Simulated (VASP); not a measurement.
# Bulk modulus of rock-salt alkali halides: PBEsol against PBE

VASP (plane waves, PAW); cells keep the symmetry of their structure type. Static lattice, from a third-order Birch-Murnaghan fit over five volumes at each level.

Here x stands for PBE B0 and y for PBEsol B0.

| solid | PBE B0 (GPa) | PBEsol B0 (GPa) | cut-off (eV) |
|---|---|---|---|
| KI | 10.6 | ? | 520 |
| RbBr | 11.8 | 13.9 | 520 |
| KBr | 13.4 | 15.4 | 520 |
| RbCl | 14.2 | 16.5 | 520 |
| KCl | 16.2 | 18.4 | 520 |
| KF | 28.9 | 33.0 | 520 |
| LiCl | 31.8 | 35.1 | 520 |

Problem. Using a straight line, estimate the missing y at x = 10.6 from the other rows, showing the fit.

Solution. With u = x - 19, the rows have u = -7.200, -5.600, -4.800, -2.800, 9.900, 12.800. Means: u 0.38333, y 22.05. About the means, the sum of products is 408.23 and the sum of squares of u is 375.05; the slope is their ratio. Least squares gives y = 21.63 + 1.0885·u. Residuals (row less fit): 0.11, -0.13, 0.09, -0.18, 0.59, -0.46; standard error 0.40 (degrees of freedom: 4). The slope is 1.09 with a standard error of 0.021. At the withheld row, u = -8.400, so y = 21.63 + 1.0885 × (-8.400) = 12.49 GPa. The calculation gives 12.1 GPa, 0.39 GPa below the prediction (1.7 % of the range of y in the table). The row lies outside the fitted rows, so this is an extrapolation. From the scatter of the fitted rows alone, a prediction at this place has a standard error of 0.47 GPa, so the miss is 0.8 times that.

The rows are a random draw from the solids of this series computed here; series whose standard error about the line passes 12 to 30 % of the range of y, or with no trend, aren't shown in this form.
